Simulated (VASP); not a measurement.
# Ge3PbN (Pm-3m) in VASP: a series of runs

Runs on Ge3PbN. Level: PBE. Tasks: single point.

Program: VASP 6.6.1. These are calculated values, not measurements. Logs are shortened: lines on timing, memory, paths and dates and some standing lists are left out, and cuts for length are marked.

## 1. Starting point

The structure is cubic, space group Pm-3m (No. 221). The conventional cell has a = 5.412 Å, b = 5.412 Å, c = 5.412 Å, α = 90.00°, β = 90.00°, γ = 90.00°. Ge (site symmetry 4/mmm) is surrounded by 2 Pb at 2.71 Å. Around Pb (site symmetry m-3m) lie 6 Ge at 2.71 Å. N (site symmetry m-3m) is surrounded by 12 Ge at 3.83 Å.

The cell comes from a database or a generator and needn't be the stable form of this composition.

## 2. Single point, PBE

The input, INCAR:

```
PREC = Accurate ; ENCUT = 520
EDIFF = 1E-6 ; ISMEAR = 0
SIGMA = 0.1 ; LREAL = False
LASPH = True ; NELM = 100
ALGO = Fast ; ISIF = 2
LWAVE = False ; LCHARG = False
GGA = PE ; NBANDS = 38
```

The input, KPOINTS:

```
Automatic mesh
0
Gamma
  8 8 8
```

The input, POSCAR:

```
Ge3PbN
1.0
    5.4116669374      0.0000000000      0.0000000000
    0.0000000000      5.4116669374      0.0000000000
    0.0000000000      0.0000000000      5.4116669374
Ge Pb N
3 1 1
Direct
    0.0000000000      0.5000000000      0.5000000000
    0.5000000000      0.0000000000      0.5000000000
    0.5000000000      0.5000000000      0.0000000000
    0.5000000000      0.5000000000      0.5000000000
    0.0000000000      0.0000000000      0.0000000000
```

Potentials or basis: VASP PAW PBE potentials, release 64 (Ge_d, Pb_d, N).

On the command line:

```
cat potpaw_PBE.64/Ge_d/POTCAR potpaw_PBE.64/Pb_d/POTCAR potpaw_PBE.64/N/POTCAR > POTCAR
mpirun -np 1 vasp_std > vasp.out
```

OUTCAR:

```text
PREC = Accurate
   ENCUT = 520
   EDIFF = 1E-6
   ISMEAR = 0
   LREAL = False
   LASPH = True
   NELM = 100
   ISIF = 2
   GGA = PE

 ion  position               nearest neighbor table
   1  0.000  0.500  0.500-   4 2.71   4 2.71
   2  0.500  0.000  0.500-   4 2.71   4 2.71
   3  0.500  0.500  0.000-   4 2.71   4 2.71
   4  0.500  0.500  0.500-   1 2.71   2 2.71   3 2.71   3 2.71   2 2.71   1 2.71
   5  0.000  0.000  0.000-

  LATTYP: Found a simple cubic cell.
 ALAT       =     5.4116669374

  Lattice vectors:

 A1 = (   5.4116669374,   0.0000000000,   0.0000000000)
 A2 = (   0.0000000000,   5.4116669374,   0.0000000000)
 A3 = (   0.0000000000,   0.0000000000,   5.4116669374)

Analysis of symmetry for initial positions (statically):
=====================================================================
 Subroutine PRICEL returns:
 Original cell was already a primitive cell.

 Routine SETGRP: Setting up the symmetry group for a
 simple cubic supercell.

 Subroutine GETGRP returns: Found 48 space group operations
 (whereof 48 operations were pure point group operations)
 out of a pool of 48 trial point group operations.

The static configuration has the point symmetry O_h .

Analysis of symmetry for dynamics (positions and initial velocities):
=====================================================================
 Subroutine PRICEL returns:
 Original cell was already a primitive cell.

 Routine SETGRP: Setting up the symmetry group for a
 simple cubic supercell.

 Subroutine GETGRP returns: Found 48 space group operations
 (whereof 48 operations were pure point group operations)
 out of a pool of 48 trial point group operations.

The dynamic configuration has the point symmetry O_h .

 Subroutine INISYM returns: Found 48 space group operations
 (whereof 48 operations are pure point group operations),
 and found     1 'primitive' translations

----------------------------------------------------------------------------------------

                                     Primitive cell

  volume of cell :     158.4868

  direct lattice vectors                    reciprocal lattice vectors
     5.411666937  0.000000000  0.000000000     0.184785947  0.000000000  0.000000000
     0.000000000  5.411666937  0.000000000     0.000000000  0.184785947  0.000000000
     0.000000000  0.000000000  5.411666937     0.000000000  0.000000000  0.184785947

  length of vectors
     5.411666937  5.411666937  5.411666937     0.184785947  0.184785947  0.184785947

  position of ions in fractional coordinates (direct lattice)
     0.000000000  0.500000000  0.500000000
     0.500000000  0.000000000  0.500000000
     0.500000000  0.500000000  0.000000000
     0.500000000  0.500000000  0.500000000
     0.000000000  0.000000000  0.000000000

  ion indices of the primitive-cell ions
   primitive index   ion index
                 1           1
                 2           2
                 3           3
                 4           4
                 5           5

----------------------------------------------------------------------------------------

 KPOINTS: Automatic mesh

Automatic generation of k-mesh.
 Grid dimensions read from file:
 generate k-points for:    8    8    8

 Generating k-lattice:

  Cartesian coordinates                     Fractional coordinates (reciprocal lattice)
     0.023098243  0.000000000  0.000000000     0.125000000  0.000000000  0.000000000
     0.000000000  0.023098243  0.000000000     0.000000000  0.125000000  0.000000000
     0.000000000  0.000000000  0.023098243     0.000000000  0.000000000  0.125000000

  Length of vectors
     0.023098243  0.023098243  0.023098243

  Shift w.r.t. Gamma in fractional coordinates (k-lattice)
     0.000000000  0.000000000  0.000000000

 Subroutine IBZKPT returns following result:
 ===========================================

 Found     35 irreducible k-points:

 Following reciprocal coordinates:
            Coordinates               Weight
  0.000000  0.000000  0.000000      1.000000
  0.125000  0.000000  0.000000      6.000000
  0.250000  0.000000  0.000000      6.000000
  0.375000  0.000000  0.000000      6.000000
  0.500000  0.000000  0.000000      3.000000
  0.125000  0.125000  0.000000     12.000000
[... 16 lines left out ...]
  0.375000  0.375000  0.125000     24.000000
  0.500000  0.375000  0.125000     24.000000
 [... further k-points ...]
   k-points           NKPTS =     35   k-points in BZ     NKDIM =     35   number of bands    NBANDS=     38
   number of dos      NEDOS =    301   number of ions     NIONS =      5
   total plane-waves  NPLWV =  64000
   dimension x,y,z NGX =    40 NGY =   40 NGZ =   40
   dimension x,y,z NGXF=    80 NGYF=   80 NGZF=   80
   ions per type =               3   1   1
   NGX,Y,Z   is equivalent  to a cutoff of  12.29, 12.29, 12.29 a.u.
   NGXF,Y,Z  is equivalent  to a cutoff of  24.58, 24.58, 24.58 a.u.
 SYSTEM =  unknown system
   PREC   = accura    normal or accurate (medium, high low for compatibility)
   ISTART =      0    job   : 0-new  1-cont  2-samecut
   ICHARG =      2    charge: 1-file 2-atom 10-const
   ISPIN  =      1    spin polarized calculation?
   LNONCOLLINEAR =      F non collinear calculations
   LSORBIT =      F    spin-orbit coupling
   LASPH  =      T    aspherical Exc in radial PAW
   ENCUT  =  520.0 eV  38.22 Ry    6.18 a.u.  10.06 10.06 10.06*2*pi/ulx,y,z
   NELM   =    100;   NELMIN=  2; NELMDL= -5     # of ELM steps
   EDIFF  = 0.1E-05   stopping-criterion for ELM
   LREAL  =      F    real-space projection
   EDIFFG = 0.1E-04   stopping-criterion for IOM
   NSW    =      0    number of steps for IOM
   IBRION =     -1    ionic relax: 0-MD 1-quasi-New 2-CG
   NFREE  =      0    steps in history (QN), initial steepest desc. (CG)
   ISIF   =      2    stress and relaxation
   ISYM   =      2    0-nonsym 1-usesym 2-fastsym
   POTIM  = 0.5000    time-step for ionic-motion
   TEBEG  =    0.0;   TEEND  =   0.0 temperature during run
   PSTRESS=    0.0 pullay stress
   NELECT =      61.0000    total number of electrons
   NUPDOWN=      -1.0000    fix difference up-down
   EMIN   =  10.00;   EMAX   =-10.00  energy-range for DOS
   EFERMI =   0.00;   METHOD = LEGACY
   ISMEAR =     0;   SIGMA  =   0.10  broadening in eV -4-tet -1-fermi 0-gaus
   EFERMI_NEDOS =   21; number of points for ismear=-14 and -15
   IALGO  =     68    algorithm
   IMIX   =      4    mixing-type and parameters
     AMIX     =   0.40;   BMIX     =  1.00
     AMIX_MAG =   1.60;   BMIX_MAG =  1.00
  volume/ion in A,a.u.               =      31.70       213.90
  Fermi-wavevector in a.u.,A,eV,Ry     =   1.190841  2.250363 19.294447  1.418102
  Thomas-Fermi vector in A             =   2.326916
   LORBIT       =      0    0 simple, 1 ext, 2 COOP (PROOUT), +10 PAW based schemes
   GGA     = PE    functional components
   LHFCALC =     F    Hartree Fock is set to
   AEXX    =    0.0000 exact exchange contribution
   IVDW    =     0    specifies the selected vdW correction
   LEPSILON=     F    determine dielectric tensor
   LRPA    =     F    only Hartree local field effects (RPA)
 non-spin polarized calculation
 RMM-DIIS sequential band-by-band and
 Gauss-broadening in eV      SIGMA  =   0.10
  energy-cutoff  :      520.00
  volume of cell :      158.49
 maximum number of plane-waves:      4337
   NGX = 21   NGY = 21   NGZ = 21

 number of electron      60.9999902 magnetization

 Free energy of the ion-electron system (eV)
  ---------------------------------------------------
  ext. energy  EPLUGINS =         0.00000000
  ---------------------------------------------------
  free energy    TOTEN  =       -14.51934566 eV

  energy without entropy =      -14.50419039  energy(sigma->0) =      -14.51176803

 E-fermi :   2.0412     XC(G=0):  -8.4025

 val. band max:        1.9996099934   @ k =   0.3750   0.1250   0.0000
 cond. band min:       2.0555782088   @ k =   0.3750   0.3750   0.2500
 fundamental gap:      0.0559682154
 Fermi energy:         2.0412219589

 k-point     1 :       0.0000    0.0000    0.0000
  band No.  band energies     occupation
      1     -23.2511      2.00000
      2     -23.2511      2.00000
      3     -23.2501      2.00000
      4     -23.2469      2.00000
      5     -23.2469      2.00000
      6     -23.2469      2.00000
[... 30 lines left out ...]
     37       3.7842      0.00000
     38       7.7625      0.00000

 k-point     2 :       0.1250    0.0000    0.0000
  band No.  band energies     occupation
      1     -23.2510      2.00000
      2     -23.2509      2.00000
      3     -23.2496      2.00000
      4     -23.2469      2.00000
      5     -23.2469      2.00000
      6     -23.2469      2.00000
[... 30 lines left out ...]
     37       3.7035      0.00000
     38       7.9540      0.00000

 k-point     3 :       0.2500    0.0000    0.0000
  band No.  band energies     occupation
      1     -23.2510      2.00000
      2     -23.2503      2.00000
      3     -23.2488      2.00000
      4     -23.2468      2.00000
      5     -23.2468      2.00000
      6     -23.2468      2.00000
[... 30 lines left out ...]
     37       3.5252      0.00000
     38       7.9473      0.00000

 k-point     4 :       0.3750    0.0000    0.0000
  band No.  band energies     occupation
      1     -23.2510      2.00000
      2     -23.2495      2.00000
      3     -23.2484      2.00000
      4     -23.2468      2.00000
      5     -23.2468      2.00000
      6     -23.2468      2.00000
[... 30 lines left out ...]
     37       3.6738      0.00000
     38       7.2563      0.00000
[... 703 lines left out ...]
      4     -23.2477      2.00000
      5     -23.2465      2.00000
      6     -23.2460      2.00000
[... 30 lines left out ...]
     37       4.7752      0.00000
     38       5.9076      0.00000

 k-point    23 :       0.3750    0.3750    0.1250
  band No.  band energies     occupation
      1     -23.2499      2.00000
      2     -23.2495      2.00000
      3     -23.2481      2.00000
      4     -23.2478      2.00000
      5     -23.2465      2.00000
      6     -23.2459      2.00000
[... 30 lines left out ...]
     37       4.3563      0.00000
     38       6.9839      0.00000

 k-point    24 :       0.5000    0.3750    0.1250
  band No.  band energies     occupation
      1     -23.2498      2.00000
      2     -23.2493      2.00000
      3     -23.2485      2.00000
      4     -23.2479      2.00000
      5     -23.2465      2.00000
      6     -23.2458      2.00000
[... 30 lines left out ...]
     37       4.9176      0.00000
     38       5.7625      0.00000

 [... further k-points ...]

------------------------ aborting loop because EDIFF is reached ----------------------------------------

  FORCE on cell =-STRESS in cart. coord.  units (eV):
  Direction    XX          YY          ZZ          XY          YZ          ZX
  --------------------------------------------------------------------------------------
  -------------------------------------------------------------------------------------
  Total       -0.0487601     -0.0487601     -0.0487601     -0.0000000     -0.0000000     -0.0000000
  in kB       -0.4929265     -0.4929265     -0.4929265     -0.0000000     -0.0000000     -0.0000000
  external PRESSURE =      -0.4929265 kB  Pullay stress =       0.0000000 kB

 VOLUME and BASIS-vectors are now :
 -----------------------------------------------------------------------------
  energy-cutoff  :      520.00
  volume of cell :      158.49
      direct lattice vectors                 reciprocal lattice vectors
     5.411666937  0.000000000  0.000000000     0.184785947  0.000000000  0.000000000
     0.000000000  5.411666937  0.000000000     0.000000000  0.184785947  0.000000000
     0.000000000  0.000000000  5.411666937     0.000000000  0.000000000  0.184785947

 POSITION                                       TOTAL-FORCE (eV/Angst)
 -----------------------------------------------------------------------------------
      0.00000      2.70583      2.70583         0.000000      0.000000      0.000000
      2.70583      0.00000      2.70583         0.000000      0.000000      0.000000
      2.70583      2.70583      0.00000         0.000000      0.000000      0.000000
      2.70583      2.70583      2.70583         0.000000      0.000000      0.000000
      0.00000      0.00000      0.00000         0.000000      0.000000      0.000000
 -----------------------------------------------------------------------------------
    total drift:                               -0.000000     -0.000000     -0.000000

  FREE ENERGIE OF THE ION-ELECTRON SYSTEM (eV)
  ---------------------------------------------------
  free  energy   TOTEN  =       -14.5193456572 eV

  energy  without entropy=      -14.5041903948  energy(sigma->0) =      -14.51176803
```

Wall time 7.9 min (1 thread of Intel Xeon Platinum 8259CL at 2.50GHz (Skylake/Cascade Lake), shared host); peak memory 0.36 GiB.

What came out:

| Item | Value |
| --- | --- |
| Free energy | -14.5193 eV |
| Pressure | 0.0 GPa |
| Band gap on the k mesh | none (metal or under the smearing width) |

Levels at points of the mesh, in eV from the Fermi level:
```csv
k point,band 28,band 29,band 30,band 31,band 32,band 33,band 34,band 35
"(0.00, 0.00, 0.00)",-3.98,-0.37,-0.37,-0.37,1.03,1.03,1.03,1.74
"(0.50, 0.00, 0.00)",-0.69,-0.69,-0.35,-0.20,0.43,0.83,0.83,1.20
"(0.50, 0.50, 0.00)",-0.83,-0.83,-0.25,0.25,0.25,0.76,0.76,1.66
"(0.50, 0.50, 0.50)",-1.97,0.61,0.61,0.61,1.72,1.72,2.68,2.68
```

## 3. Single point, PBE

This run uses another cell than the first one, of 13.40 Å³/atom, 0.423 times its volume.

The input, INCAR:

```
SYSTEM = Ge3PbN
PREC = Accurate
ENCUT = 520
EDIFF = 1E-6
ISMEAR = 0
SIGMA = 0.1
LREAL = .False.
LASPH = .True.
NELM = 100
ALGO = Fast
ISIF = 2
LWAVE = .False.
LCHARG = .False.
GGA = PE
NBANDS = 38
```

The input, KPOINTS:

```
regular mesh
0
Gamma
  4 4 4
  0 0 0
```

Edit POSCAR of step 2 so:

```diff
@@ -2,5 +2,5 @@
 1.0
-    5.4116669374      0.0000000000      0.0000000000
-    0.0000000000      5.4116669374      0.0000000000
-    0.0000000000      0.0000000000      5.4116669374
+    4.0611046980      0.0000000000      0.0000000000
+    0.0000000000      4.0611046980      0.0000000000
+    0.0000000000      0.0000000000      4.0611046980
 Ge Pb N
```

Potentials or basis: VASP PAW PBE potentials, release 64 (Ge_d, Pb_d, N).

On the command line:

```
cat potpaw_PBE.64/Ge_d/POTCAR potpaw_PBE.64/Pb_d/POTCAR potpaw_PBE.64/N/POTCAR > POTCAR
mpirun -np 1 vasp_std > vasp.out
```

Run time: 25 s. Hardware: 1 thread of Intel Xeon 6975P-C (Granite Rapids), shared host; peak memory 0.17 GiB.

The run converged. Its results:

```
Free energy            : 9.3382 eV
Pressure               : 181.9 GPa
Band gap on the k mesh : none (metal or under the smearing width)
```

Levels at points of the mesh, in eV from the Fermi level:
| k point | band 28 | band 29 | band 30 | band 31 | band 32 | band 33 | band 34 | band 35 |
| --- | --- | --- | --- | --- | --- | --- | --- | --- |
| (0.00, 0.00, 0.00) | -1.87 | -1.87 | -1.87 | -0.26 | 0.79 | 0.79 | 0.79 | 3.89 |
| (0.50, 0.00, 0.00) | -3.17 | -3.17 | -1.47 | 0.53 | 0.84 | 1.60 | 1.60 | 1.68 |
| (0.50, 0.50, 0.00) | -2.70 | -2.70 | -2.17 | -0.49 | -0.49 | 1.62 | 1.62 | 6.18 |
| (0.50, 0.50, 0.50) | -6.02 | 1.32 | 1.32 | 1.32 | 6.02 | 6.48 | 6.49 | 6.51 |

Caveat: the k mesh is coarse (spacing up to 0.39 Å⁻¹), so the values aren't converged; a pressure of tens of GPa on the cell as given is suspect, and the run, the potentials or the cell itself is likely at fault. The run has no spin-orbit coupling, so splittings on Pb are missing.

(Continued in part 2 of 2.)
